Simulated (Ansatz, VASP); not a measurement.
Two plane-wave programs on MnCl3

```xyz
4
Lattice="4.6629 0.0000 0.0000 0.0000 4.6629 0.0000 0.0000 0.0000 4.6629" Properties=species:S:1:pos:R:3 pbc="T T T"
Mn    0.0000    0.0000    0.0000
Cl    2.3314    0.0000    0.0000
Cl    0.0000    0.0000    2.3314
Cl    0.0000    2.3314    0.0000
```

Alike in both runs: task single point; functional PBEsol; k mesh 6 × 6 × 6; occupations gaussian, width 0.05 eV; collinear spin.

|  | VASP | Ansatz |
| --- | --- | --- |
| version | VASP 6.6.1 | Ansatz 0.2.0 |
| potentials or method | VASP PAW PBE potentials, release 64 (Mn_pv, Cl) | scalar-relativistic, plane waves, PAW |
| plane-wave cutoff (eV) | 520 | 420 |
| valence electrons in the cell | 34 | 36 |

Ansatz gave:

- gap on the k mesh at the Fermi level (eV): none
- pressure (GPa): 0.0
- net moment per atom (μB): 1.00
- size of the moment on the site where the two differ most (μB): 3.48

Question: Which values does VASP return?

Answer: gap on the k mesh at the Fermi level (eV): none; pressure (GPa): 0.0; net moment per atom (μB): 1.00; size of the moment on the site where the two differ most (μB): 3.64.

Site moments also hang on the region over which each program counts them. A gap of «none» marks a metal or a gap that the smearing closes. The functional is the same, so the differences come from potentials, cutoffs and numerics. The two sets of potentials don't hold the same shells in valence.

Caveats: the PAW data sets were made with another functional, which shifts forces and pressure a little (VASP); a cell with one magnetic atom can't hold antiferromagnetic order, which such compounds often take; semilocal functionals often make such compounds metallic where correlation or magnetic order opens a gap, which also shifts bond lengths.
